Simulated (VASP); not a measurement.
# Be4CuGe (F-43m) in VASP: single point with PBE

Aim: the single point of Be4CuGe with PBE.

Everything below comes from runs of VASP 6.6.1. Logs are shortened: lines on timing, memory, paths and dates and some standing lists are left out, and cuts for length are marked.

## Step 1: The crystal as given

It takes space group F-43m (No. 216, cubic). Conventional cell: a = 6.246 Å, b = 6.246 Å, c = 6.246 Å, α = 90.00°, β = 90.00°, γ = 90.00°. Be (site symmetry 3m) has 6 Be at 2.20 to 2.22 Å as nearest neighbours. Cu (site symmetry -43m) is surrounded by 12 Be at 2.59 Å and 4 Ge at 2.70 Å. Ge (site symmetry -43m) has 12 Be at 2.59 Å and 4 Cu at 2.70 Å as nearest neighbours.

The cell comes from a database or a generator and needn't be the stable form of this composition.

## Step 2: Single point, PBE

File INCAR:

```
ALGO = Normal ; EDIFF = 1E-6
ENCUT = 520 ; GGA = PE
ISIF = 2 ; ISMEAR = 1
LASPH = T ; LCHARG = T
LELF = T ; LREAL = F
LVHAR = T ; LWAVE = F
NBANDS = 26 ; NELM = 100
PREC = Accurate ; SIGMA = 0.15
```

File KPOINTS:

```
k-points
0
Gamma
  6 6 6
```

File POSCAR:

```
Be4CuGe
1.0
    0.0000000000      3.1230460000      3.1230460000
    3.1230460000      0.0000000000      3.1230460000
    3.1230460000      3.1230460000      0.0000000000
Be Cu Ge
4 1 1
Direct
    0.3756870000      0.3756870000      0.3756870000
    0.8729390000      0.3756870000      0.3756870000
    0.3756870000      0.3756870000      0.8729390000
    0.3756870000      0.8729390000      0.3756870000
    0.7500000000      0.7500000000      0.7500000000
    0.0000000000      0.0000000000      0.0000000000
```

Potentials or basis: VASP PAW PBE potentials, release 64 (Be, Cu, Ge_d).

Command:

```bash
$ cat potpaw_PBE.64/Be/POTCAR potpaw_PBE.64/Cu/POTCAR potpaw_PBE.64/Ge_d/POTCAR > POTCAR
$ mpirun -np 1 vasp_std > vasp.out
```

OUTCAR:

```text
EDIFF = 1E-6
   ENCUT = 520
   GGA = PE
   ISIF = 2
   ISMEAR = 1
   LASPH = T
   LREAL = F
   NELM = 100
   PREC = Accurate

 ion  position               nearest neighbor table
   1  0.376  0.376  0.376-   2 2.20   3 2.20   4 2.20   3 2.22   4 2.22   2 2.22   5 2.59   5 2.59
                             5 2.59   6 2.59   6 2.59   6 2.59
   2  0.873  0.376  0.376-   1 2.20   3 2.20   4 2.20   1 2.22   3 2.22   4 2.22   5 2.59   5 2.59
                             5 2.59   6 2.59   6 2.59   6 2.59
   3  0.376  0.376  0.873-   1 2.20   2 2.20   4 2.20   1 2.22   4 2.22   2 2.22   5 2.59   5 2.59
                             5 2.59   6 2.59   6 2.59   6 2.59
   4  0.376  0.873  0.376-   1 2.20   2 2.20   3 2.20   3 2.22   1 2.22   2 2.22   5 2.59   5 2.59
                             5 2.59   6 2.59   6 2.59   6 2.59
   5  0.750  0.750  0.750-   1 2.59   3 2.59   4 2.59   1 2.59   2 2.59   3 2.59   1 2.59   2 2.59
                             4 2.59   2 2.59   3 2.59   4 2.59   6 2.70   6 2.70   6 2.70   6 2.70
   6  0.000  0.000  0.000-   2 2.59   3 2.59   4 2.59   1 2.59   2 2.59   4 2.59   1 2.59   2 2.59
                             3 2.59   1 2.59   3 2.59   4 2.59   5 2.70   5 2.70   5 2.70   5 2.70

  LATTYP: Found a face centered cubic cell.
 ALAT       =     6.2460920000

  Lattice vectors:

 A1 = (   0.0000000000,   3.1230460000,   3.1230460000)
 A2 = (   3.1230460000,   0.0000000000,   3.1230460000)
 A3 = (   3.1230460000,   3.1230460000,   0.0000000000)

Analysis of symmetry for initial positions (statically):
=====================================================================
 Subroutine PRICEL returns:
 Original cell was already a primitive cell.

 Routine SETGRP: Setting up the symmetry group for a
 face centered cubic supercell.

 Subroutine GETGRP returns: Found 24 space group operations
 (whereof 24 operations were pure point group operations)
 out of a pool of 48 trial point group operations.

The static configuration has the point symmetry T_d .

Analysis of symmetry for dynamics (positions and initial velocities):
=====================================================================
 Subroutine PRICEL returns:
 Original cell was already a primitive cell.

 Routine SETGRP: Setting up the symmetry group for a
 face centered cubic supercell.

 Subroutine GETGRP returns: Found 24 space group operations
 (whereof 24 operations were pure point group operations)
 out of a pool of 48 trial point group operations.

The dynamic configuration has the point symmetry T_d .

 Subroutine INISYM returns: Found 24 space group operations
 (whereof 24 operations are pure point group operations),
 and found     1 'primitive' translations

----------------------------------------------------------------------------------------

                                     Primitive cell

  volume of cell :      60.9207

  direct lattice vectors                    reciprocal lattice vectors
     0.000000000  3.123046000  3.123046000    -0.160100107  0.160100107  0.160100107
     3.123046000  0.000000000  3.123046000     0.160100107 -0.160100107  0.160100107
     3.123046000  3.123046000  0.000000000     0.160100107  0.160100107 -0.160100107

  length of vectors
     4.416654009  4.416654009  4.416654009     0.277301520  0.277301520  0.277301520

  position of ions in fractional coordinates (direct lattice)
     0.375687000  0.375687000  0.375687000
     0.872939000  0.375687000  0.375687000
     0.375687000  0.375687000  0.872939000
     0.375687000  0.872939000  0.375687000
     0.750000000  0.750000000  0.750000000
     0.000000000  0.000000000  0.000000000

  ion indices of the primitive-cell ions
   primitive index   ion index
                 1           1
                 2           2
                 3           3
                 4           4
                 5           5
                 6           6

----------------------------------------------------------------------------------------

 KPOINTS: k-points

Automatic generation of k-mesh.
 Grid dimensions read from file:
 generate k-points for:    6    6    6

 Generating k-lattice:

  Cartesian coordinates                     Fractional coordinates (reciprocal lattice)
    -0.026683351  0.026683351  0.026683351     0.166666667  0.000000000  0.000000000
     0.026683351 -0.026683351  0.026683351     0.000000000  0.166666667  0.000000000
     0.026683351  0.026683351 -0.026683351     0.000000000  0.000000000  0.166666667

  Length of vectors
     0.046216920  0.046216920  0.046216920

  Shift w.r.t. Gamma in fractional coordinates (k-lattice)
     0.000000000  0.000000000  0.000000000

 Subroutine IBZKPT returns following result:
 ===========================================

 Found     16 irreducible k-points:

 Following reciprocal coordinates:
            Coordinates               Weight
  0.000000  0.000000  0.000000      1.000000
  0.166667  0.000000  0.000000      8.000000
  0.333333  0.000000  0.000000      8.000000
  0.500000  0.000000  0.000000      4.000000
  0.166667  0.166667  0.000000      6.000000
  0.333333  0.166667  0.000000     24.000000
[... 8 lines left out ...]
 -0.333333  0.333333  0.166667     24.000000
 -0.333333  0.500000  0.166667     12.000000
   k-points           NKPTS =     16   k-points in BZ     NKDIM =     16   number of bands    NBANDS=     26
   number of dos      NEDOS =    301   number of ions     NIONS =      6
   total plane-waves  NPLWV =  46656
   dimension x,y,z NGX =    36 NGY =   36 NGZ =   36
   dimension x,y,z NGXF=    72 NGYF=   72 NGZF=   72
   ions per type =               4   1   1
   NGX,Y,Z   is equivalent  to a cutoff of  13.55, 13.55, 13.55 a.u.
   NGXF,Y,Z  is equivalent  to a cutoff of  27.10, 27.10, 27.10 a.u.
 SYSTEM =  unknown system
   PREC   = accura    normal or accurate (medium, high low for compatibility)
   ISTART =      0    job   : 0-new  1-cont  2-samecut
   ICHARG =      2    charge: 1-file 2-atom 10-const
   ISPIN  =      1    spin polarized calculation?
   LNONCOLLINEAR =      F non collinear calculations
   LSORBIT =      F    spin-orbit coupling
   LASPH  =      T    aspherical Exc in radial PAW
   ENCUT  =  520.0 eV  38.22 Ry    6.18 a.u.   8.21  8.21  8.21*2*pi/ulx,y,z
   NELM   =    100;   NELMIN=  2; NELMDL= -5     # of ELM steps
   EDIFF  = 0.1E-05   stopping-criterion for ELM
   LREAL  =      F    real-space projection
   EDIFFG = 0.1E-04   stopping-criterion for IOM
   NSW    =      0    number of steps for IOM
   IBRION =     -1    ionic relax: 0-MD 1-quasi-New 2-CG
   NFREE  =      0    steps in history (QN), initial steepest desc. (CG)
   ISIF   =      2    stress and relaxation
   ISYM   =      2    0-nonsym 1-usesym 2-fastsym
   POTIM  = 0.5000    time-step for ionic-motion
   TEBEG  =    0.0;   TEEND  =   0.0 temperature during run
   PSTRESS=    0.0 pullay stress
   NELECT =      33.0000    total number of electrons
   NUPDOWN=      -1.0000    fix difference up-down
   EMIN   =  10.00;   EMAX   =-10.00  energy-range for DOS
   EFERMI =   0.00;   METHOD = LEGACY
   ISMEAR =     1;   SIGMA  =   0.15  broadening in eV -4-tet -1-fermi 0-gaus
   EFERMI_NEDOS =   21; number of points for ismear=-14 and -15
   IALGO  =     38    algorithm
   IMIX   =      4    mixing-type and parameters
     AMIX     =   0.40;   BMIX     =  1.00
     AMIX_MAG =   1.60;   BMIX_MAG =  1.00
  volume/ion in A,a.u.               =      10.15        68.52
  Fermi-wavevector in a.u.,A,eV,Ry     =   1.334518  2.521873 24.231136  1.780938
  Thomas-Fermi vector in A             =   2.463293
   LORBIT       =      0    0 simple, 1 ext, 2 COOP (PROOUT), +10 PAW based schemes
   GGA     = PE    functional components
   LHFCALC =     F    Hartree Fock is set to
   AEXX    =    0.0000 exact exchange contribution
   IVDW    =     0    specifies the selected vdW correction
   LEPSILON=     F    determine dielectric tensor
   LRPA    =     F    only Hartree local field effects (RPA)
 non-spin polarized calculation
 Methfessel and Paxton  Order N= 1 SIGMA  =   0.15
  energy-cutoff  :      520.00
  volume of cell :       60.92
 maximum number of plane-waves:      1676
 NGX is ok and might be reduce to    36
   NGX = 17   NGY = 17   NGZ = 17

 number of electron      32.9999977 magnetization

 Free energy of the ion-electron system (eV)
  ---------------------------------------------------
  ext. energy  EPLUGINS =         0.00000000
  ---------------------------------------------------
  free energy    TOTEN  =       -22.22246841 eV

  energy without entropy =      -22.21757011  energy(sigma->0) =      -22.22083564

 E-fermi :   7.9647     XC(G=0): -11.3588

 val. band max:        7.9226006307   @ k =   0.5000   0.3333   0.1667
 cond. band min:       8.0211685397   @ k =   0.5000   0.1667   0.0000
 fundamental gap:      0.0985679090
 Fermi energy:         7.9647134546

 k-point     1 :       0.0000    0.0000    0.0000
  band No.  band energies     occupation
      1     -17.3238      2.00000
      2     -17.3238      2.00000
      3     -17.3222      2.00000
      4     -17.3222      2.00000
      5     -17.3222      2.00000
      6      -4.8451      2.00000
[... 18 lines left out ...]
     25      11.8158      0.00000
     26      20.4498      0.00000

 k-point     2 :       0.1667    0.0000    0.0000
  band No.  band energies     occupation
      1     -17.3238      2.00000
      2     -17.3238      2.00000
      3     -17.3220      2.00000
      4     -17.3216      2.00000
      5     -17.3216      2.00000
      6      -4.5921      2.00000
[... 18 lines left out ...]
     25      13.7665      0.00000
     26      18.7855      0.00000

 k-point     3 :       0.3333    0.0000    0.0000
  band No.  band energies     occupation
      1     -17.3238      2.00000
      2     -17.3238      2.00000
      3     -17.3217      2.00000
      4     -17.3204      2.00000
      5     -17.3204      2.00000
      6      -3.8889      2.00000
[... 18 lines left out ...]
     25      16.0188      0.00000
     26      16.5111      0.00000

 k-point     4 :       0.5000    0.0000    0.0000
  band No.  band energies     occupation
      1     -17.3239      2.00000
      2     -17.3239      2.00000
      3     -17.3215      2.00000
      4     -17.3198      2.00000
      5     -17.3198      2.00000
      6      -3.2599      2.00000
[... 18 lines left out ...]
     25      17.1399      0.00000
     26      17.1442      0.00000

 k-point     5 :       0.1667    0.1667    0.0000
  band No.  band energies     occupation
      1     -17.3240      2.00000
      2     -17.3233      2.00000
      3     -17.3225      2.00000
      4     -17.3213      2.00000
      5     -17.3213      2.00000
      6      -4.5065      2.00000
[... 18 lines left out ...]
     25      15.1443      0.00000
     26      18.1825      0.00000

 k-point     6 :       0.3333    0.1667    0.0000
  band No.  band energies     occupation
      1     -17.3240      2.00000
      2     -17.3231      2.00000
      3     -17.3224      2.00000
      4     -17.3204      2.00000
      5     -17.3202      2.00000
      6      -3.9437      2.00000
[... 195 lines left out ...]
 k-point    13 :       0.5000    0.5000    0.0000
  band No.  band energies     occupation
      1     -17.3245      2.00000
      2     -17.3237      2.00000
      3     -17.3219      2.00000
      4     -17.3185      2.00000
      5     -17.3185      2.00000
      6      -2.5956      2.00000
[... 18 lines left out ...]
     25      15.2625      0.00000
     26      15.3158      0.00000

 k-point    14 :       0.5000    0.3333    0.1667
  band No.  band energies     occupation
      1     -17.3239      2.00000
      2     -17.3228      2.00000
      3     -17.3222      2.00000
      4     -17.3199      2.00000
      5     -17.3195      2.00000
      6      -3.2946      2.00000
[... 18 lines left out ...]
     25      15.3104      0.00000
     26      16.6154      0.00000

 k-point    15 :      -0.3333    0.3333    0.1667
  band No.  band energies     occupation
      1     -17.3239      2.00000
      2     -17.3228      2.00000
      3     -17.3211      2.00000
      4     -17.3207      2.00000
      5     -17.3190      2.00000
      6      -2.7578      2.00000
[... 18 lines left out ...]
     25      16.4278      0.00000
     26      17.7566      0.00000

 k-point    16 :      -0.3333    0.5000    0.1667
  band No.  band energies     occupation
      1     -17.3240      2.00000
      2     -17.3224      2.00000
      3     -17.3223      2.00000
      4     -17.3198      2.00000
      5     -17.3185      2.00000
      6      -2.5329      2.00000
[... 18 lines left out ...]
     25      15.3708      0.00000
     26      16.1960      0.00000

------------------------ aborting loop because EDIFF is reached ----------------------------------------

  FORCE on cell =-STRESS in cart. coord.  units (eV):
  Direction    XX          YY          ZZ          XY          YZ          ZX
  --------------------------------------------------------------------------------------
  -------------------------------------------------------------------------------------
  Total        0.1116191      0.1116191      0.1116191      0.0000000      0.0000000      0.0000000
  in kB        2.9355135      2.9355135      2.9355135      0.0000000      0.0000000      0.0000000
  external PRESSURE =       2.9355135 kB  Pullay stress =       0.0000000 kB

 VOLUME and BASIS-vectors are now :
 -----------------------------------------------------------------------------
  energy-cutoff  :      520.00
  volume of cell :       60.92
      direct lattice vectors                 reciprocal lattice vectors
     0.000000000  3.123046000  3.123046000    -0.160100107  0.160100107  0.160100107
     3.123046000  0.000000000  3.123046000     0.160100107 -0.160100107  0.160100107
     3.123046000  3.123046000  0.000000000     0.160100107  0.160100107 -0.160100107

 POSITION                                       TOTAL-FORCE (eV/Angst)
 -----------------------------------------------------------------------------------
      2.34658      2.34658      2.34658         0.008427      0.008427      0.008427
      2.34658      3.89952      3.89952         0.008427     -0.008427     -0.008427
      3.89952      3.89952      2.34658        -0.008427     -0.008427      0.008427
      3.89952      2.34658      3.89952        -0.008427      0.008427     -0.008427
      4.68457      4.68457      4.68457         0.000000      0.000000     -0.000000
      0.00000      0.00000      0.00000         0.000000      0.000000     -0.000000
 -----------------------------------------------------------------------------------
    total drift:                                0.000000      0.000000      0.000000

  FREE ENERGIE OF THE ION-ELECTRON SYSTEM (eV)
  ---------------------------------------------------
  free  energy   TOTEN  =       -22.2224684091 eV

  energy  without entropy=      -22.2175701146  energy(sigma->0) =      -22.22083564
```

Run time: 32 s. Hardware: 1 thread of Intel Xeon Platinum 8488C (Sapphire Rapids), shared host; peak memory 0.2 GiB.

What came out:

- Free energy: -22.2225 eV
- Pressure: 0.3 GPa
- Largest force: 0.015 eV/Å
- Band gap on the k mesh: none (metal or under the smearing width)

Forces in eV/Å, atoms in the order of the input:
```
Be   0.008  0.008  0.008
Be   0.008 -0.008 -0.008
Be  -0.008 -0.008  0.008
Be  -0.008  0.008 -0.008
Cu   0.000  0.000  0.000
Ge   0.000  0.000  0.000
```
